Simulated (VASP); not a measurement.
```
MnB
1.0
    5.56318     0.00000     0.00000
    0.00000     2.97685     0.00000
    0.00000     0.00000     4.14724
Mn B
4 4
Direct
  0.17588   0.25000   0.12083
  0.32412   0.75000   0.62083
  0.67588   0.25000   0.37917
  0.82412   0.75000   0.87917
  0.03410   0.25000   0.61280
  0.46590   0.75000   0.11280
  0.53410   0.25000   0.88720
  0.96590   0.75000   0.38720
```
Starting moments (μB, in the order of the record's atoms Mn Mn Mn Mn B B B B): 4.0 4.0 4.0 4.0 0.0 0.0 0.0 0.0.

Calculation: PBEsol GGA, VASP's PBE PAW potentials (set 64) (plane waves; VASP). Numerical set-up: 400 eV cut-off, 3×5×4 Γ-centred mesh, Gaussian smearing of 0.10 eV, potentials Mn_pv B.

At this cut-off the stress carries a Pulay error, which pulls relaxed volumes low. Energy and stress use the plane-wave basis of the starting cell. The moments were started parallel, and other spin orders were not tried in this run.

Problem. The ions, cell shape and volume are relaxed. Which structure does the run end with?

Solution. 
```
MnB
1.0
    5.35653     0.00000     0.00000
    0.00000     2.96215     0.00000
    0.00000     0.00000     4.07108
Mn B
4 4
Cartesian
  0.93908   0.74054   0.50285
  1.73918   2.22161   2.53839
  3.61735   0.74054   1.53269
  4.41745   2.22161   3.56823
  0.18463   0.74054   2.51083
  2.49363   2.22161   0.47529
  2.86290   0.74054   3.59579
  5.17190   2.22161   1.56025
```
Space group Pnma (62), at a tolerance of 0.03 Å. The cell ends with 7.27 μB, on the sites 1.88 1.88 1.88 1.88 -0.08 -0.08 -0.08 -0.08 μB.

Problem. How do energy and volume change from the first to the last step?

Solution. The energy (σ→0) changes by -29.0 meV/atom and the volume by -5.9 %, in 9 ionic steps.

The structure comes from a measured MnB entry of the Crystallography Open Database, whose conditions weren't checked. This run relaxes it. Symmetry was kept, so distortions that lower it aren't found. The k-mesh is coarse (spacing up to 0.42 per Å, 2π included), so the numbers may not be converged in it. The run is one of a series of settings (EDIFFG = -0.01, IBRION = 2, ISIF = 3, NSW = 50 against the base run), some of them coarse on purpose.
